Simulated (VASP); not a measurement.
**VASP 6.6.1 run: Sr₂C**

INCAR

```
IBRION = -1
LCHARG = .FALSE.
NSW = 0
ENCUT = 300
LREAL = .FALSE.
GGA = PE
NBANDS = 19
NELM = 120
EDIFF = 1E-5
PREC = Accurate
ISMEAR = -1
ISIF = 2
LASPH = .TRUE.
SIGMA = 0.02
LWAVE = .FALSE.
```

KPOINTS

```
KPOINTS created by Atomic Simulation Environment
0
Gamma
9 9 9
0 0 0
```

POSCAR

```
C  Sr
 1.0000000000000000
     0.0000000000000000    3.3601424573999998    3.4622907881999998
     3.3601424573999998    0.0000000000000000    3.4622907881999998
     3.3601424573999998    3.3601424573999998    0.0000000000000000
 C   Sr
   1   2
Cartesian
  0.0000000000000000  0.0000000000000000  0.0000000000000000
  1.6800712286999999  1.6800712286999999  1.7311453940999999
  5.0402136860999995  5.0402136860999995  5.1934361822999993
```

The recommended PBE PAW datasets give the neutral cell 24 valence electrons.

Command

```
mpirun -np 1 vasp_std
```

Task: How does this run end, and what does it give?

Result: It converged. Results: gap between bands v and c on the k mesh -0.20 eV (bands overlap: a metal); least direct gap on the k mesh 0.00 eV; pressure -2.4 GPa. Band v is the last that the valence electrons fill when counted band by band, and c is the next.

OSZICAR

```
N       E                     dE             d eps       ncg     rms          rms(c)
DAV:   1     0.847054798216E+02    0.84705E+02   -0.91437E+03  2882   0.760E+02
DAV:   2    -0.645900684980E+01   -0.91164E+02   -0.88941E+02  3688   0.195E+02
DAV:   3    -0.136052371387E+02   -0.71462E+01   -0.71255E+01  4873   0.415E+01
DAV:   4    -0.137331559306E+02   -0.12792E+00   -0.12785E+00  4077   0.506E+00
DAV:   5    -0.137346623517E+02   -0.15064E-02   -0.15063E-02  4250   0.499E-01    0.185E+01
DAV:   6    -0.110763666207E+02    0.26583E+01   -0.31972E+01  3299   0.126E+01    0.223E+01
DAV:   7    -0.106986577056E+02    0.37771E+00   -0.33351E+00  3430   0.462E+00    0.134E+01
DAV:   8    -0.106368421253E+02    0.61816E-01   -0.37981E-01  3239   0.276E+00    0.774E-01
DAV:   9    -0.106318307619E+02    0.50114E-02   -0.78153E-02  4356   0.608E-01    0.444E-01
DAV:  10    -0.106317665678E+02    0.64194E-04   -0.44037E-03  3697   0.189E-01    0.228E-01
DAV:  11    -0.106319869709E+02   -0.22040E-03   -0.51046E-04  3330   0.107E-01    0.265E-02
DAV:  12    -0.106319985580E+02   -0.11587E-04   -0.22597E-05  3204   0.228E-02    0.167E-02
DAV:  13    -0.106319997033E+02   -0.11453E-05   -0.19606E-05  2423   0.161E-02
   1 F= -.10632000E+02 E0= -.10630930E+02  d E =-.213969E-02
```

These settings aren't sound, so the numbers aren't properties of the crystal.

On sound settings PBE gives a gap of -0.21 eV on its mesh and a pressure of -0.4 GPa for the intended cell.
